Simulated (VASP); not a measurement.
Energy against volume of BaHfO3 (cubic perovskite). All values below come from optB86b-vdW, VASP's PBE PAW potentials (set 64) (plane waves; VASP). Numerical set-up: 520 eV cut-off, 5×5×5 Γ-centred mesh, Gaussian smearing of 0.050 eV, potentials Ba_sv Hf_pv O.

```csv
V (Å³/atom),E (eV/atom)
14.129,-7.00662
14.566,-7.01436
15.003,-7.00824
15.440,-6.99036
```

Q: Fit these four points and predict the energy of the run at 13.692 Å³/atom.

A: A cubic in V^(−2/3), the third-order Birch-Murnaghan form, passes through the four points with V0 = 14.58 Å³/atom and B0 = 168 GPa, and gives -6.9826 eV/atom there. The run gave -6.9825 eV/atom, +0.1 meV/atom from the fit; all five points give B0 = 168 GPa.

The compound is BaHfO3 in the cubic perovskite structure. It was relaxed first.
